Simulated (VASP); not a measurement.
These are r2SCAN meta-GGA, VASP's PBE PAW potentials (set 64) (plane waves; VASP 6.6.1) values and carry that method's errors.

VASP input:

KPOINTS:
```
Automatic mesh
0
Gamma
6 6 6
```

**INCAR**
```
SYSTEM = BaF2
PREC = Accurate
ENCUT = 520
EDIFF = 1E-6
NELM = 100
ALGO = Normal
LREAL = .FALSE.
LASPH = .TRUE.
ISMEAR = 0
SIGMA = 0.05
METAGGA = R2SCAN
LMIXTAU = .TRUE.
LMAXMIX = 4
LWAVE = .FALSE.
LCHARG = .FALSE.
IBRION = 2
ISIF = 3
NSW = 60
EDIFFG = -0.02
```

POSCAR:
```
BaF2
1
    0.0000000000     3.1128768920     3.1128768920
    3.1128768920    -0.0000000000     3.1128768920
    3.1128768920     3.1128768920    -0.0000000000
Ba F
1 2
Direct
  0.0000000000   0.0000000000   0.0000000000
  0.2500000000   0.2500000000   0.2500000000
  0.7500000000   0.7500000000   0.7500000000
```

POTCAR, in this order: Ba_sv F (PBE.64 set). Program: vasp_std.

### Question
Predict the energy per atom (σ→0).

### Answer

```json
{
 "energy per atom (σ→0)": "-15.021 eV/atom"
}
```

**OSZICAR**
```
...
DAV:  13    -0.450628168083E+02   -0.22615E-02   -0.16682E-03   632   0.467E-01    0.672E-02
DAV:  14    -0.450635663639E+02   -0.74956E-03   -0.10956E-03   592   0.289E-01    0.326E-02
DAV:  15    -0.450636784615E+02   -0.11210E-03   -0.18662E-04   544   0.161E-01    0.112E-02
DAV:  16    -0.450636028074E+02    0.75654E-04   -0.25770E-05   584   0.739E-02    0.543E-03
DAV:  17    -0.450638933979E+02   -0.29059E-03   -0.86556E-05   512   0.105E-01    0.852E-03
DAV:  18    -0.450638957514E+02   -0.23535E-05   -0.22229E-06   568   0.175E-02    0.587E-03
DAV:  19    -0.450638948747E+02    0.87675E-06   -0.16109E-06   392   0.138E-02
   1 F= -.45063895E+02 E0= -.45063895E+02  d E =-.450639E+02
```

The compound is BaF2 in the fluorite structure. It was relaxed first. The start is the result of an earlier pass.
